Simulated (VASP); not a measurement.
```
AlAs
1.0
    0.00000     2.86603     2.86603
    2.86603     0.00000     2.86603
    2.86603     2.86603     0.00000
Al As
1 1
Direct
  0.00000   0.00000   0.00000
  0.25000   0.25000   0.25000
```

The numbers are results of PBE GGA, VASP's PBE PAW potentials (set 64) (plane waves; VASP), not measurements. Settings: 500 eV cut-off, 8×8×8 Γ-centred mesh, Gaussian smearing of 0.050 eV, potentials Al As.

**Question.** Predict the energy per atom (σ→0), band gap (on the k-mesh) with the smallest direct gap where there is one.

**Answer.** 
| Quantity | Value |
|---|---|
| band gap (on the k-mesh) | 1.50 eV |
| smallest direct gap (on the k-mesh) | 1.77 eV |
| energy per atom (σ→0) | -4.694 eV/atom |

Only differences to runs with the same potentials and settings are physical.

The compound is AlAs in the zinc blende structure. It was relaxed first.
